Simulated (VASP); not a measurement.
Consider the following.

```
Tl
1.0
    3.54268     0.00000     0.00000
   -1.77134     3.06805     0.00000
    0.00000     0.00000    26.21515
Tl
4
Direct
  0.66667   0.33333   0.44700
  0.33333   0.66667   0.34101
  0.66667   0.33333   0.65899
  0.33333   0.66667   0.55300
```

Computed with r2SCAN meta-GGA, VASP's PBE PAW potentials (set 64) (plane waves; VASP). Settings: PREC = Normal, EDIFF = 1E-5, 400 eV cut-off, 9×9×1 Γ-centred mesh, first-order Methfessel-Paxton smearing of 0.10 eV, potentials Tl_d.

**Question.** The ions are relaxed. What does this cell relax into?

**Answer.** 
```
Tl
1.0
    3.54268     0.00000     0.00000
   -1.77134     3.06805     0.00000
    0.00000     0.00000    26.21515
Tl
4
Direct
  0.66667   0.33333   0.45032
  0.33333   0.66667   0.34725
  0.66667   0.33333   0.65275
  0.33333   0.66667   0.54968
```

**Question.** How much energy does the relaxation gain?

**Answer.** The energy (σ→0) changes by -11.1 meV/atom, in 12 ionic steps.

```csv
step,E(σ→0) (eV),max force (eV/Å),pressure (GPa),volume (Å³)
1,-212.2336,0.123,-0.35,284.94
2,-212.2448,0.119,-0.56,284.94
3,-212.2520,0.130,-0.50,284.94
4,-212.2628,0.148,-0.39,284.94
5,-212.2543,0.345,-0.15,284.94
6,-212.2653,0.143,-0.33,284.94
7,-212.2694,0.117,-0.29,284.94
8,-212.2742,0.086,-0.21,284.94
9,-212.2776,0.039,-0.04,284.94
10,-212.2778,0.049,-0.08,284.94
11,-212.2779,0.046,-0.07,284.94
12,-212.2782,0.017,-0.08,284.94
```

The cell is a thin slab with vacuum, built from Tl (hcp): (001) face.
